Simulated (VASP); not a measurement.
## NbAs: zone-centre modes, functional by functional

Aim: the vibrations of NbAs at the zone centre, at several levels of theory. The starting structure is a measured crystal structure from the Crystallography Open Database.

Calculated with VASP 6.6.1; Kohn-Sham DFT with plane waves and PAW; LDA, PBEsol and PBE.

### Step 1. Set-up

Symmetry: I4_1md, No. 109, tetragonal system. The conventional cell has a = 3.452 Å, b = 3.452 Å, c = 11.680 Å, α = 90.00°, β = 90.00°, γ = 90.00°. Nearest to Nb lie 6 As at 2.60 to 2.63 Å. As has 6 Nb at 2.60 to 2.63 Å nearest. Farther neighbours are not listed.

As a file:

```cif
data_structure
_symmetry_space_group_name_H-M 'P 1'
_symmetry_Int_Tables_number 1
_cell_length_a 3.4517
_cell_length_b 3.4517
_cell_length_c 6.3295
_cell_angle_alpha 105.823
_cell_angle_beta 105.823
_cell_angle_gamma 90.000
_cell_volume 69.58
loop_
_atom_site_label
_atom_site_type_symbol
_atom_site_fract_x
_atom_site_fract_y
_atom_site_fract_z
_atom_site_occupancy
Nb1 Nb 0.00000 0.50000 0.00000 1
Nb2 Nb 0.25000 0.25000 0.50000 1
As3 As 0.58400 0.08400 0.16800 1
As4 As 0.83400 0.83400 0.66800 1
```

### Step 2. Modes with LDA

LDA, the lowest rung, knows the local density alone. The cell comes from a relaxation at this level, not shown (67.44 Å³).

The input, INCAR:

```
SYSTEM = NbAs
PREC = Accurate
ENCUT = 450
EDIFF = 1E-08
NELM = 100
ISMEAR = 0
SIGMA = 0.05
LREAL = .FALSE.
ALGO = Normal
GGA = CA
NBANDS = 24
LASPH = .TRUE.
LORBIT = 11
LWAVE = .FALSE.
LCHARG = .FALSE.
KPAR = 8
IBRION = 8
ISIF = 2
```

The input, POSCAR:

```
NbAs
1.0
   -3.4196238366      0.0000000000      0.0000000000
    0.0000000000      3.4196238366      0.0000000000
    1.7098119183     -1.7098119183     -5.7669809977
Nb As
2 2
Direct
    0.0012480061      0.5012480061      0.0024960120
    0.2512480061      0.2512480061      0.5024960120
    0.5827519939      0.0827519939      0.1655039880
    0.8327519939      0.8327519939      0.6655039880
```

The input, KPOINTS:

```
Automatic mesh
0
Gamma
10 10 10
0 0 0
```

Potentials, in the order of the species: Nb_sv and As (LDA family, release 64).

Run with:

```
$ mpirun -np 8 vasp_std
```

What it wrote:

```text
[banner, memory and clock lines left out]
running    8 mpi-ranks, on    1 nodes
 distrk:  each k-point on    1 cores,    8 groups
 distr:  one band on    1 cores,    1 groups

 POSCAR found type information on POSCAR NbAs
 POSCAR found :  2 types and       4 ions
|                                                                             |
|           W    W    AA    RRRRR   N    N  II  N    N   GGGG   !!!           |
|           W    W   A  A   R    R  NN   N  II  NN   N  G    G  !!!           |
|           W    W  A    A  R    R  N N  N  II  N N  N  G       !!!           |
|           W WW W  AAAAAA  RRRRR   N  N N  II  N  N N  G  GGG   !            |
|           WW  WW  A    A  R   R   N   NN  II  N   NN  G    G                |
|           W    W  A    A  R    R  N    N  II  N    N   GGGG   !!!           |
|                                                                             |
|     For optimal performance we recommend to set                             |
|       NCORE = 2 up to number-of-cores-per-socket                            |
|     NCORE specifies how many cores store one orbital (NPAR=cpu/NCORE).      |
|     This setting can greatly improve the performance of VASP for DFT.       |
|     The default, NCORE=1 might be grossly inefficient on modern             |
|     multi-core architectures or massively parallel machines. Do your        |
|     Unfortunately you need to use the default for GW and RPA                |
|     calculations (for HF NCORE is supported but not extensively tested      |
|     yet).                                                                   |
|                                                                             |

 LDA part: xc-table for (Slater(with rela. corr.)+CA(PZ))
 , standard interpolation
 POSCAR, INCAR and KPOINTS ok, starting setup
 FFT: planning ... GRIDC
 FFT: planning ... GRID_SOFT
 FFT: planning ... GRID
 WAVECAR not read
 entering main loop
       N       E                     dE             d eps       ncg     rms          rms(c)
DAV:   1     0.339677761929E+03    0.33968E+03   -0.17656E+04  4896   0.134E+03
DAV:   2    -0.942779422913E+01   -0.34911E+03   -0.34121E+03  6272   0.537E+02
DAV:   3    -0.365085756076E+02   -0.27081E+02   -0.26690E+02  8904   0.109E+02
DAV:   4    -0.382162175062E+02   -0.17076E+01   -0.17011E+01  7544   0.229E+01
DAV:   5    -0.382878478585E+02   -0.71630E-01   -0.71614E-01  8632   0.498E+00    0.116E+01
DAV:   6    -0.364164299111E+02    0.18714E+01   -0.81351E+00  7656   0.194E+01    0.347E+00
DAV:   7    -0.363897305982E+02    0.26699E-01   -0.41598E-01  8240   0.389E+00    0.205E+00
DAV:   8    -0.363733666897E+02    0.16364E-01   -0.63905E-02  7656   0.148E+00    0.396E-01
DAV:   9    -0.363732484011E+02    0.11829E-03   -0.57418E-03  8344   0.532E-01    0.208E-01
DAV:  10    -0.363732481946E+02    0.20643E-06   -0.11548E-03  7424   0.310E-01    0.281E-02
DAV:  11    -0.363732414618E+02    0.67328E-05   -0.56714E-05  7544   0.725E-02    0.115E-02
DAV:  12    -0.363732409659E+02    0.49592E-06   -0.29401E-06  7656   0.139E-02    0.337E-03
DAV:  13    -0.363732409077E+02    0.58234E-07   -0.28514E-07  7848   0.408E-03    0.126E-03
DAV:  14    -0.363732408961E+02    0.11536E-07   -0.97046E-08  7328   0.256E-03    0.167E-04
DAV:  15    -0.363732408954E+02    0.69622E-09   -0.43003E-09  4840   0.754E-04
   1 F= -.36373241E+02 E0= -.36372672E+02  d E =-.113821E-02
 Linear response reoptimize wavefunctions to high precision
DAV:   1    -0.363732408955E+02   -0.11187E-09   -0.11275E-09  4712   0.408E-04
DAV:   2    -0.363732408956E+02   -0.55024E-10   -0.49764E-10  4808   0.263E-04
 Linear response DOF=           6
 Linear response progress:
  Degree of freedom:   1/  6
       N       E                     dE             d eps       ncg     rms          rms(c)
RMM:   1    -0.551890383828E+00   -0.55189E+00    0.55972E+00 14288   0.300E+01
RMM:   2    -0.467931924338E+00    0.83958E-01   -0.61417E-01 20415   0.492E+00    0.172E-01
RMM:   3    -0.470263447838E+00   -0.23315E-02   -0.55876E-02 27670   0.139E+00    0.819E-02
RMM:   4    -0.470983400951E+00   -0.71995E-03   -0.91913E-03 34590   0.459E-01    0.423E-02
RMM:   5    -0.471408987492E+00   -0.42559E-03   -0.17692E-03 34931   0.185E-01    0.250E-02
RMM:   6    -0.471477309296E+00   -0.68322E-04   -0.49995E-04 34844   0.920E-02    0.596E-03
RMM:   7    -0.471353921638E+00    0.12339E-03   -0.18815E-04 36727   0.506E-02    0.539E-03
RMM:   8    -0.471341093086E+00    0.12829E-04   -0.10605E-04 37620   0.306E-02    0.393E-03
RMM:   9    -0.471346929762E+00   -0.58367E-05   -0.47767E-05 36970   0.201E-02    0.202E-03
RMM:  10    -0.471380490076E+00   -0.33560E-04   -0.27851E-05 31604   0.158E-02    0.540E-04
RMM:  11    -0.471382210762E+00   -0.17207E-05   -0.12213E-05 36677   0.998E-03    0.538E-04
RMM:  12    -0.471376195372E+00    0.60154E-05   -0.78596E-06 33870   0.772E-03    0.248E-04
RMM:  13    -0.471375985704E+00    0.20967E-06   -0.41885E-06 37735   0.581E-03    0.361E-04
RMM:  14    -0.471377617824E+00   -0.16321E-05   -0.31075E-06 37020   0.448E-03    0.388E-04
RMM:  15    -0.471379785029E+00   -0.21672E-05   -0.29339E-06 34784   0.362E-03    0.365E-04
RMM:  16    -0.471381104561E+00   -0.13195E-05   -0.19148E-06 36328   0.294E-03    0.357E-04
 first order change of Fermi-energy  -0.18951E-04
[...]
RMM:   3    -0.447301474251E-01   -0.30170E-03   -0.17451E-03 31760   0.161E-01    0.587E-02
RMM:   4    -0.451036236083E-01   -0.37348E-03   -0.53415E-04 31693   0.967E-02    0.136E-02
RMM:   5    -0.451190231425E-01   -0.15400E-04   -0.18452E-04 33641   0.435E-02    0.526E-03
RMM:   6    -0.451499835333E-01   -0.30960E-04   -0.41744E-05 35134   0.195E-02    0.246E-03
RMM:   7    -0.451525346918E-01   -0.25512E-05   -0.13420E-05 36608   0.918E-03    0.167E-03
RMM:   8    -0.451509655306E-01    0.15692E-05   -0.38667E-06 35507   0.493E-03    0.590E-04
RMM:   9    -0.451517253298E-01   -0.75980E-06   -0.18796E-06 37619   0.249E-03    0.203E-04
RMM:  10    -0.451523310669E-01   -0.60574E-06   -0.87698E-07 37233   0.129E-03    0.534E-05
RMM:  11    -0.451524125987E-01   -0.81532E-07   -0.41602E-07 38091   0.706E-04    0.236E-05
RMM:  12    -0.451524044378E-01    0.81609E-08   -0.33263E-07 37921   0.429E-04    0.159E-05
RMM:  13    -0.451523319706E-01    0.72467E-07   -0.31770E-07 37605   0.282E-04    0.475E-06
RMM:  14    -0.451523391245E-01   -0.71539E-08   -0.35984E-07 37569   0.213E-04    0.569E-06
[...]
RMM:  18    -0.451523447110E-01   -0.31941E-08   -0.17796E-07 35511   0.142E-04    0.155E-06
RMM:  19    -0.451523461458E-01   -0.14347E-08   -0.16874E-07 35443   0.139E-04    0.655E-07
RMM:  20    -0.451523451043E-01    0.10415E-08   -0.15348E-07 33671   0.138E-04    0.778E-07
RMM:  21    -0.451523450741E-01    0.30187E-10   -0.15700E-07 32450   0.137E-04    0.694E-07
RMM:  22    -0.451523453293E-01   -0.25522E-09   -0.14681E-07 31519   0.137E-04    0.453E-07
RMM:  23    -0.451523458442E-01   -0.51485E-09   -0.15692E-07 30846   0.137E-04    0.131E-07
RMM:  24    -0.451523453642E-01    0.47995E-09   -0.15773E-07 30071   0.137E-04    0.212E-07
RMM:  25    -0.451523455593E-01   -0.19506E-09   -0.14376E-07 29891   0.137E-04    0.757E-08
 first order change of Fermi-energy   0.18543E-04
 force on displaced ion       3 direction 1 : -13.346  -0.000  -0.000
 Linear response progress:
  Degree of freedom:   5/  6
       N       E                     dE             d eps       ncg     rms          rms(c)
RMM:   1    -0.487269922409E-01   -0.48727E-01   -0.18595E-02 32216   0.952E-01
RMM:   2    -0.428795607301E-01    0.58474E-02   -0.63771E-03 27479   0.354E-01    0.743E-02
RMM:   3    -0.431597561009E-01   -0.28020E-03   -0.13702E-03 31354   0.128E-01    0.423E-02
RMM:   4    -0.434208164400E-01   -0.26106E-03   -0.31404E-04 31626   0.725E-02    0.878E-03
RMM:   5    -0.434095783250E-01    0.11238E-04   -0.97458E-05 32581   0.327E-02    0.519E-03
RMM:   6    -0.434354719430E-01   -0.25894E-04   -0.27498E-05 34453   0.152E-02    0.181E-03
RMM:   7    -0.434347620254E-01    0.70992E-06   -0.63263E-06 36097   0.685E-03    0.124E-03
RMM:   8    -0.434341453245E-01    0.61670E-06   -0.21750E-06 35282   0.369E-03    0.465E-04
RMM:   9    -0.434356195088E-01   -0.14742E-05   -0.60633E-07 37064   0.187E-03    0.165E-04
RMM:  10    -0.434358471036E-01   -0.22759E-06   -0.26885E-07 37516   0.964E-04    0.536E-05
RMM:  11    -0.434359531477E-01   -0.10604E-06   -0.18003E-07 37792   0.532E-04    0.187E-05
RMM:  12    -0.434359475808E-01    0.55669E-08   -0.15170E-07 37905   0.334E-04    0.132E-05
RMM:  13    -0.434358601184E-01    0.87462E-07   -0.13502E-07 36948   0.232E-04    0.688E-06
RMM:  14    -0.434358730498E-01   -0.12931E-07   -0.13453E-07 37167   0.185E-04    0.274E-06
RMM:  15    -0.434358645002E-01    0.85496E-08   -0.13920E-07 36907   0.158E-04    0.154E-06
RMM:  16    -0.434358631048E-01    0.13954E-08   -0.14272E-07 37086   0.145E-04    0.115E-06
RMM:  17    -0.434358647338E-01   -0.16291E-08   -0.13874E-07 36480   0.138E-04    0.522E-07
RMM:  18    -0.434358643790E-01    0.35482E-09   -0.15188E-07 34409   0.134E-04    0.344E-07
RMM:  19    -0.434358647708E-01   -0.39181E-09   -0.13877E-07 33189   0.132E-04    0.287E-07
RMM:  20    -0.434358649375E-01   -0.16671E-09   -0.15977E-07 32278   0.131E-04    0.203E-07
RMM:  21    -0.434358646157E-01    0.32181E-09   -0.13666E-07 30544   0.131E-04    0.900E-08
 first order change of Fermi-energy  -0.15956E-04
 force on displaced ion       3 direction 2 :  -0.000  -9.650  -0.000
 Linear response progress:
  Degree of freedom:   6/  6
       N       E                     dE             d eps       ncg     rms          rms(c)
RMM:   1    -0.645769508167E-01   -0.64577E-01   -0.18539E-02 20641   0.103E+00
RMM:   2    -0.562023689316E-01    0.83746E-02   -0.66263E-03 15585   0.419E-01    0.118E-01
RMM:   3    -0.564470575797E-01   -0.24469E-03   -0.20997E-03 15817   0.220E-01    0.109E-01
RMM:   4    -0.563237916525E-01    0.12327E-03   -0.54859E-04 16735   0.119E-01    0.499E-02
RMM:   5    -0.564532157717E-01   -0.12942E-03   -0.24268E-04 19862   0.650E-02    0.119E-02
RMM:   6    -0.564572162700E-01   -0.40005E-05   -0.52999E-05 20997   0.280E-02    0.747E-03
RMM:   7    -0.564675592654E-01   -0.10343E-04   -0.14383E-05 21613   0.127E-02    0.275E-03
RMM:   8    -0.564701435935E-01   -0.25843E-05   -0.47709E-06 21461   0.600E-03    0.684E-04
RMM:   9    -0.564718538244E-01   -0.17102E-05   -0.12357E-06 21489   0.293E-03    0.424E-04
RMM:  10    -0.564727233890E-01   -0.86956E-06   -0.54189E-07 21442   0.159E-03    0.176E-04
RMM:  11    -0.564726273418E-01    0.96047E-07   -0.14065E-07 22342   0.840E-04    0.102E-04
RMM:  12    -0.564728180243E-01   -0.19068E-06   -0.15144E-07 21949   0.482E-04    0.304E-05
RMM:  13    -0.564728206254E-01   -0.26011E-08   -0.11135E-07 23060   0.295E-04    0.884E-06
RMM:  14    -0.564728281562E-01   -0.75307E-08   -0.19189E-07 23027   0.199E-04    0.114E-05
[...]
RMM:  46    -0.564728385628E-01   -0.21478E-09   -0.14004E-07 18243   0.122E-04    0.277E-07
RMM:  47    -0.564728383267E-01    0.23605E-09   -0.13533E-07 18290   0.122E-04    0.137E-07
RMM:  48    -0.564728385372E-01   -0.21043E-09   -0.14114E-07 18257   0.122E-04    0.260E-07
RMM:  49    -0.564728383310E-01    0.20622E-09   -0.13682E-07 18336   0.122E-04    0.122E-07
RMM:  50    -0.564728386155E-01   -0.28453E-09   -0.14179E-07 18220   0.122E-04    0.240E-07
RMM:  51    -0.564728383240E-01    0.29151E-09   -0.13823E-07 18288   0.122E-04    0.108E-07
RMM:  52    -0.564728386465E-01   -0.32254E-09   -0.14197E-07 18222   0.122E-04    0.219E-07
RMM:  53    -0.564728383720E-01    0.27446E-09   -0.13795E-07 18289   0.122E-04    0.901E-08
 first order change of Fermi-energy  -0.19146E-01
 force on displaced ion       3 direction 3 :  -0.000  -0.000 -14.420
 Linear response finished
```

It took 18 min on 8 MPI ranks of AMD EPYC 7R43, shared host; peak memory 5.9 GiB; 2.4 h of CPU time.

The logs omit lines about the potential files and the build; timing stands in the text.

(Continued in part 2 of 3.)

[Lines on the potential files, build, host, timing and source positions are cut from VASP's logs without a mark.]

[Logs are printed without paths, hosts, clocks, repeated set-up lines and the standing remarks that a program may print on its own settings, such as how far it seeks lower states.]

[Hosts, paths, dates, database ids (printed as entryN), source tags and the programs' standing remarks are cut or masked in the printed files.]
